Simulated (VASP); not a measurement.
An input for Ansatz (written as the equivalent of a VASP run, and not itself run):

Ansatz 0.2 input:
```yaml
crystal:
  lattice:
    - [3.4732095, 0.0000000, 0.0000000]
    - [0.0000000, 10.4524414, 0.0000000]
    - [0.0000000, 0.0000000, 3.4105398]
  atoms:
    - { symbol: Pt, position: [0.0000000, 0.0000000, 0.5000000] }
    - { symbol: Pt, position: [0.5000000, 0.5000000, 0.0000000] }
    - { symbol: Cl, position: [0.8904427, 0.8593042, 0.0000000] }
    - { symbol: Cl, position: [0.1095573, 0.1406958, 0.0000000] }
    - { symbol: Cl, position: [0.3904427, 0.6406958, 0.5000000] }
    - { symbol: Cl, position: [0.6095573, 0.3593042, 0.5000000] }
kpoints:
  mp_grid: { grid: [7, 3, 7] }
hamiltonian:
  xc: lda
  pseudopotentials: { kind: paw }
scf:
  occupations: { method: tetrahedron }
  max_iter: 100
output: { forces: true, stress: true, eigenvalues: true }
```

Question: Write the VASP files for the same calculation (LDA).

Answer: One answer among several that fit: 
**KPOINTS**
```
Automatic
0
gamma
  7 3 7
0 0 0
```

INCAR:
```
ALGO=Normal
EDIFF=1E-7
ENCUT=400
ISIF=2
ISMEAR=-5
LASPH=T
LCHARG=T
LEFG=T
LMAXMIX=6
LORBIT=11
LREAL=F
LWAVE=F
NEDOS=601
NELM=100
PREC=Accurate
SYSTEM=PtCl2
```

File POSCAR:
```
PtCl2
10.4524410
  0.3322869309   0.0000000000   0.0000000000
  0.0000000000   1.0000000415   0.0000000000
  0.0000000000   0.0000000000   0.3262912286
Pt Cl
2 4
Cartesian
  0.0000000000   0.0000000000   0.1631456143
  0.1661434654   0.5000000208   0.0000000000
  0.2958824563   0.8593042461   0.0000000000
  0.0364044746   0.1406957954   0.0000000000
  0.1297389909   0.6406958162   0.1631456143
  0.2025479400   0.3593042253   0.1631456143
```

POTCAR, in this order: Pt Cl (LDA.64 set). Program: vasp_std.

The two are equivalent in intent, not identical: each code has its own PAW files, so the cut-off isn't converted (ENCUT is set for VASP's; basis.ecutwfc is left out, and Ansatz then takes the one that its files recommend); Ansatz stops its SCF on the density residual and VASP on the energy change (EDIFF); Ansatz's lda is the Perdew-Wang form, while the LDA potentials of VASP carry Perdew-Zunger's; the field gradients of LEFG aren't asked of the other code.

The structure comes from a computed database's PtCl2 entry (Pnnm); how it stands against other phases isn't given here. It was relaxed first, which changed the volume by -14 %.
